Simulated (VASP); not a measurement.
An input for Ansatz (written as the equivalent of a VASP run, and not itself run):

Ansatz 0.2 input:
```yaml
crystal:
  lattice:
    - [0.0000000, 1.7739226, 1.7739226]
    - [1.7739226, 0.0000000, 1.7739226]
    - [1.7739226, 1.7739226, 0.0000000]
  atoms:
    - { symbol: Cu, position: [0.0000000, 0.0000000, 0.0000000] }
kpoints:
  mp_grid: { grid: [18, 18, 18] }
hamiltonian:
  xc: r2scan
  pseudopotentials: { kind: paw }
scf:
  occupations: { method: methfessel_paxton, width: 0.1 }
  max_iter: 100
relax:
  max_steps: 40
  f_tol: 0.02
  cell: { p_target: 10 }
output: { forces: true, stress: true, eigenvalues: true }
```

**Question.** Write the VASP files for the same calculation (r2SCAN).

**Answer.** One answer among several that fit: 
INCAR:
```
! general
SYSTEM   =  Cu
PREC     =  Accurate
ENCUT    =  500
LREAL    =  .False.   ! projection in real space or not
LASPH    =  .True.

! electronic loop
EDIFF    =  1E-6   ! SCF stop (eV)
NELM     =  100   ! most electronic steps
ALGO     =  Normal   ! blocked Davidson
LMAXMIX  =  4   ! l cut-off of mixed one-centre charges
LMIXTAU  =  .True.

! smearing
ISMEAR   =  1
SIGMA    =  0.1

! functional
METAGGA  =  R2SCAN

! ions
IBRION   =  2
NSW      =  40
ISIF     =  3   ! ions, shape and volume
EDIFFG   =  -0.02
PSTRESS  =  100

! output
LWAVE    =  .False.
LCHARG   =  .False.
```

File POSCAR:
```
Cu
1
   -0.0000000000     1.7739226112     1.7739226112
    1.7739226112     0.0000000000     1.7739226112
    1.7739226112     1.7739226112     0.0000000000
Cu
1
Direct
  0.0000000000   0.0000000000   0.0000000000
```

### KPOINTS
```
Regular mesh
0
Gamma
18 18 18
```

POTCAR, in this order: Cu (PBE.64 set). Program: vasp_std.

What does not carry over: each code has its own PAW files, so the cut-off isn't converted (ENCUT is set for VASP's; basis.ecutwfc is left out, and Ansatz then takes the one that its files recommend); Ansatz stops its SCF on the density residual and VASP on the energy change (EDIFF).

The compound is Cu in the fcc structure. This run relaxes it under an external pressure of 10 GPa. Symmetry was kept, so distortions that lower it aren't found.
